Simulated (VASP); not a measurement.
```
CELL_PARAMETERS angstrom
      0.00000     3.05000     3.05000
      3.05000     0.00000     3.05000
      3.05000     3.05000     0.00000
ATOMIC_POSITIONS crystal
  Ga 0.00000 0.00000 0.00000
  Sb 0.25000 0.25000 0.25000
```

Computed with PBE GGA, VASP's PBE PAW potentials (set 64) (plane waves; VASP). Run with 400 eV cut-off, 6×6×6 Γ-centred mesh, Gaussian smearing of 0.050 eV, potentials Ga_d Sb.

**Question.** Give the stress tensor in GPa (positive for a compressed cell).

**Answer.** 
```
2.74  0.00  0.00
0.00  2.74  0.00
0.00  0.00  2.74
```
The pressure is its mean diagonal, 2.74 GPa.

The compound is GaSb in the zinc blende structure. The cell was not relaxed at this level.
